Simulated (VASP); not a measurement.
Computed with PBEsol GGA, VASP's PBE PAW potentials (set 64) (plane waves; VASP 6.6.1).

VASP ran on this input.

**INCAR**
```
IBRION=2   ! conjugate gradients
GGA=PS
SIGMA=0.1   ! width (eV)
LASPH=.TRUE.   ! aspherical one-centre terms
PSTRESS=200   ! kbar
ISIF=3   ! ions, shape and volume
ALGO=Normal   ! blocked Davidson
EDIFFG=-0.01   ! ionic stop
NELM=100
LWAVE=.FALSE.
MAGMOM=2*1.6
SYSTEM=Co
LORBIT=10
EDIFF=1E-7
LMAXMIX=4   ! l cut-off of mixed one-centre charges
ISMEAR=1
LREAL=.FALSE.   ! projection in real space or not
ENCUT=480   ! plane-wave cut-off (eV)
LCHARG=.FALSE.
ISPIN=2   ! spin-polarised
NSW=40   ! most ionic steps
PREC=Accurate
```

### KPOINTS
```
kpoints
0
G
 16 16 8
```

### POSCAR
```
Co
1
    1.2270483852    -2.1253103672     0.0000000000
    1.2270483852     2.1253103672     0.0000000000
    0.0000000000     0.0000000000     3.9582307857
Co
2
Direct
  0.3333330000   0.6666670000   0.2500000000
  0.6666670000   0.3333330000   0.7500000000
```

POTCAR, in this order: Co (PBE.64 set). Program: vasp_std.

The run wrote:

**OSZICAR**
```
       N       E                     dE             d eps       ncg     rms          rms(c)
DAV:   1     0.753864180420E+02    0.75386E+02   -0.79140E+03  9248   0.152E+03
DAV:   2    -0.159047335016E+02   -0.91291E+02   -0.84505E+02  9021   0.251E+02
DAV:   3    -0.179828633344E+02   -0.20781E+01   -0.20229E+01 10988   0.536E+01
DAV:   4    -0.180156820388E+02   -0.32819E-01   -0.32811E-01 12890   0.514E+00
DAV:   5    -0.180159371353E+02   -0.25510E-03   -0.25509E-03 11144   0.439E-01    0.165E+01
DAV:   6    -0.158957800385E+02    0.21202E+01   -0.14895E+01  9700   0.798E+01    0.741E+00
DAV:   7    -0.155166291834E+02    0.37915E+00   -0.19407E+00 10246   0.276E+01    0.398E+00
DAV:   8    -0.154933932286E+02    0.23236E-01   -0.19871E-02 12569   0.154E+00    0.192E+00
DAV:   9    -0.154768900406E+02    0.16503E-01   -0.34793E-03 13721   0.104E+00    0.663E-01
DAV:  10    -0.154756096760E+02    0.12804E-02   -0.31612E-03 12253   0.861E-01    0.296E-01
DAV:  11    -0.154762010600E+02   -0.59138E-03   -0.50459E-04 12362   0.369E-01    0.295E-02
DAV:  12    -0.154761967749E+02    0.42851E-05   -0.11014E-05 10163   0.357E-02    0.159E-02
DAV:  13    -0.154761971015E+02   -0.32658E-06   -0.23066E-06 12982   0.209E-02    0.802E-03
DAV:  14    -0.154761968850E+02    0.21642E-06   -0.33944E-07  9672   0.900E-03    0.117E-03
DAV:  15    -0.154761968827E+02    0.23169E-08   -0.16593E-08  5088   0.160E-03
   1 F= -.12899077E+02 E0= -.12899441E+02  d E =-.128991E+02  mag=     3.1162
       N       E                     dE             d eps       ncg     rms          rms(c)
DAV:   1    -0.216665898505E+02   -0.61904E+01   -0.82871E+01  9028   0.159E+02    0.260E+01
DAV:   2    -0.154260283599E+02    0.62406E+01   -0.21070E+01 10064   0.103E+02    0.112E+01
DAV:   3    -0.149723362735E+02    0.45369E+00   -0.13527E+00 10645   0.228E+01    0.591E+00
DAV:   4    -0.148613658902E+02    0.11097E+00   -0.31867E-02 11369   0.178E+00    0.201E+00
DAV:   5    -0.147745977542E+02    0.86768E-01   -0.32698E-02 13948   0.242E+00    0.404E-01
DAV:   6    -0.147734387295E+02    0.11590E-02   -0.45241E-03 11461   0.123E+00    0.125E-01
DAV:   7    -0.147734841402E+02   -0.45411E-04   -0.12899E-04 10900   0.117E-01    0.621E-02
DAV:   8    -0.147735035490E+02   -0.19409E-04   -0.21790E-05 11104   0.722E-02    0.198E-02
DAV:   9    -0.147735022737E+02    0.12753E-05   -0.20618E-06 13246   0.266E-02    0.123E-02
DAV:  10    -0.147735023556E+02   -0.81824E-07   -0.19761E-07  6445   0.835E-03
   2 F= -.12646359E+02 E0= -.12646161E+02  d E =0.252719E+00  mag=     2.3655
       N       E                     dE             d eps       ncg     rms          rms(c)
DAV:   1    -0.186862213660E+02   -0.39127E+01   -0.42929E+01  9000   0.131E+02    0.146E+01
DAV:   2    -0.159716591163E+02    0.27146E+01   -0.14776E+01  9889   0.740E+01    0.762E+00
DAV:   3    -0.155053218851E+02    0.46634E+00   -0.12577E+00  9973   0.232E+01    0.427E+00
DAV:   4    -0.154568613901E+02    0.48460E-01   -0.27407E-02 10589   0.184E+00    0.180E+00
DAV:   5    -0.154102447288E+02    0.46617E-01   -0.14784E-02 13680   0.161E+00    0.248E-01
DAV:   6    -0.154105487316E+02   -0.30400E-03   -0.85823E-04  9891   0.344E-01    0.961E-02
DAV:   7    -0.154107093839E+02   -0.16065E-03   -0.71690E-05 12853   0.105E-01    0.730E-02
DAV:   8    -0.154107280496E+02   -0.18666E-04   -0.10558E-05 10529   0.432E-02    0.293E-02
DAV:   9    -0.154107253270E+02    0.27226E-05   -0.90388E-07 12909   0.152E-02    0.203E-03
DAV:  10    -0.154107253665E+02   -0.39518E-07   -0.10681E-07  6571   0.338E-03
   3 F= -.12987318E+02 E0= -.12987312E+02  d E =-.882409E-01  mag=     3.0565
       N       E                     dE             d eps       ncg     rms          rms(c)
DAV:   1    -0.154042962170E+02    0.64291E-02   -0.84225E-02  9028   0.550E+00    0.697E-01
DAV:   2    -0.153984845761E+02    0.58116E-02   -0.27590E-02  9847   0.354E+00    0.392E-01
DAV:   3    -0.153975182324E+02    0.96634E-03   -0.26738E-03  9938   0.108E+00    0.191E-01
DAV:   4    -0.153974137005E+02    0.10453E-03   -0.40382E-05 11377   0.829E-02    0.670E-02
DAV:   5    -0.153973250718E+02    0.88629E-04   -0.22822E-05 13870   0.667E-02    0.892E-03
DAV:   6    -0.153973252507E+02   -0.17889E-06   -0.17541E-06  9819   0.140E-02    0.430E-03
DAV:   7    -0.153973251438E+02    0.10685E-06   -0.17761E-07  8274   0.608E-03    0.163E-03
DAV:   8    -0.153973249314E+02    0.21245E-06   -0.10951E-08  4640   0.119E-03    0.238E-04
DAV:   9    -0.153973249237E+02    0.76332E-08   -0.23360E-09  4612   0.565E-04
   4 F= -.12988145E+02 E0= -.12988140E+02  d E =-.890677E-01  mag=     3.0475
       N       E                     dE             d eps       ncg     rms          rms(c)
DAV:   1    -0.153944049815E+02    0.29199E-02   -0.45134E-03  9028   0.128E+00    0.161E-01
DAV:   2    -0.153940960103E+02    0.30897E-03   -0.14709E-03  9854   0.815E-01    0.898E-02
DAV:   3    -0.153940448468E+02    0.51163E-04   -0.14038E-04  9973   0.247E-01    0.443E-02
DAV:   4    -0.153940395650E+02    0.52818E-05   -0.21129E-06 11237   0.189E-02    0.156E-02
DAV:   5    -0.153940353925E+02    0.41725E-05   -0.12269E-06 13884   0.155E-02    0.203E-03
DAV:   6    -0.153940352812E+02    0.11131E-06   -0.84678E-08  5501   0.317E-03    0.957E-04
DAV:   7    -0.153940352476E+02    0.33561E-07   -0.13272E-08  4584   0.165E-03
   5 F= -.12988137E+02 E0= -.12988135E+02  d E =-.890601E-01  mag=     3.0454
       N       E                     dE             d eps       ncg     rms          rms(c)
DAV:   1    -0.154001735018E+02   -0.61382E-02   -0.13713E-02  9511   0.206E+00    0.258E-01
DAV:   2    -0.153993479126E+02    0.82559E-03   -0.37283E-03 10743   0.129E+00    0.145E-01
DAV:   3    -0.153992099943E+02    0.13792E-03   -0.35827E-04 10344   0.395E-01    0.739E-02
DAV:   4    -0.153991889517E+02    0.21043E-04   -0.78463E-06  9849   0.347E-02    0.251E-02
DAV:   5    -0.153991741945E+02    0.14757E-04   -0.53280E-06 13910   0.270E-02    0.417E-03
DAV:   6    -0.153991742154E+02   -0.20933E-07   -0.58074E-07 10367   0.122E-02
   6 F= -.12988128E+02 E0= -.12988130E+02  d E =0.950951E-05  mag=     3.0473
       N       E                     dE             d eps       ncg     rms          rms(c)
DAV:   1    -0.153967000755E+02    0.24741E-02   -0.40389E-03  9511   0.111E+00    0.141E-01
DAV:   2    -0.153964572726E+02    0.24280E-03   -0.11029E-03 10750   0.705E-01    0.792E-02
DAV:   3    -0.153964158505E+02    0.41422E-04   -0.10621E-04 10365   0.215E-01    0.403E-02
DAV:   4    -0.153964102363E+02    0.56141E-05   -0.23373E-06  9836   0.189E-02    0.137E-02
DAV:   5    -0.153964067833E+02    0.34530E-05   -0.15817E-06 13900   0.147E-02    0.226E-03
DAV:   6    -0.153964067164E+02    0.66876E-07   -0.15804E-07  6571   0.660E-03
   7 F= -.12988161E+02 E0= -.12988161E+02  d E =-.237758E-04  mag=     3.0463
       N       E                     dE             d eps       ncg     rms          rms(c)
DAV:   1    -0.153965232117E+02   -0.11643E-03   -0.67640E-06  9511   0.453E-02    0.600E-03
DAV:   2    -0.153965226823E+02    0.52938E-06   -0.19447E-06 10624   0.295E-02    0.336E-03
DAV:   3    -0.153965226143E+02    0.68048E-07   -0.18756E-07  6010   0.908E-03
   8 F= -.12988161E+02 E0= -.12988161E+02  d E =-.237558E-04  mag=     3.0464
       N       E                     dE             d eps       ncg     rms          rms(c)
DAV:   1    -0.153964687909E+02    0.53891E-04   -0.14508E-06  9448   0.211E-02    0.217E-03
DAV:   2    -0.153964687349E+02    0.55976E-07   -0.35777E-07  8139   0.126E-02
   9 F= -.12988161E+02 E0= -.12988161E+02  d E =-.237248E-04  mag=     3.0463
```

File OUTCAR:
```
------------------------ aborting loop because EDIFF is reached ----------------------------------------
  FORCE on cell =-STRESS in cart. coord.  units (eV):
  Direction    XX          YY          ZZ          XY          YZ          ZX
  --------------------------------------------------------------------------------------
  Total        2.4174250      2.4174256      2.3957172      0.0000000     -0.0000000      0.0000000
  in kB      200.7571669    200.7572106    198.9544252      0.0000000     -0.0000000      0.0000000
  external PRESSURE =       0.1562676 kB  Pullay stress =     200.0000000 kB
  volume of cell :       19.29
      direct lattice vectors                 reciprocal lattice vectors
     1.199592914 -2.077756101 -0.000000000     0.416808064 -0.240644222  0.000000000
     1.199592914  2.077756101 -0.000000000     0.416808064  0.240644222  0.000000000
     0.000000000  0.000000000  3.870206027     0.000000000  0.000000000  0.258384177
 POSITION                                       TOTAL-FORCE (eV/Angst)
 -----------------------------------------------------------------------------------
      1.19959      0.69259      0.96755         0.000000      0.000000      0.000000
      1.19959     -0.69259      2.90265        -0.000000     -0.000000      0.000000
 -----------------------------------------------------------------------------------
    total drift:                                0.000000     -0.000012     -0.000030
  FREE ENERGIE OF THE ION-ELECTRON SYSTEM (eV)
  ---------------------------------------------------
  free  energy   TOTEN  =       -15.3964687349 eV

  energy  without entropy=      -15.3964677771  energy(sigma->0) =      -15.39646842
  enthalpy is  TOTEN    =       -12.9881611592 eV   P V=        2.4083075757

 total charge

# of ion       s       p       d       tot
------------------------------------------
    1        0.542   0.637   7.351   8.529
    2        0.542   0.637   7.351   8.529
--------------------------------------------------
tot          1.084   1.273  14.701  17.059

 magnetization (x)

# of ion       s       p       d       tot
------------------------------------------
    1       -0.016  -0.053   1.586   1.517
    2       -0.016  -0.053   1.586   1.517
--------------------------------------------------
tot         -0.031  -0.106   3.171   3.034

 reached required accuracy - stopping structural energy minimisation
```
(Selected blocks of OUTCAR.)

CONTCAR:
```
Co
   1.00000000000000
     1.1995929139408819   -2.0777561014809067   -0.0000000000000000
     1.1995929139408819    2.0777561014809067   -0.0000000000000000
     0.0000000000000000    0.0000000000000000    3.8702060265377818
  Co
     2
Direct
     0.3333330000000032    0.6666669999999968    0.2500000000000000
     0.6666669999999968    0.3333330000000032    0.7500000000000000
```

Energy and stress use the plane-wave basis of the starting cell.

The compound is Co in the hcp structure. This run relaxes it under an external pressure of 20 GPa. Symmetry was kept, so distortions that lower it aren't found.
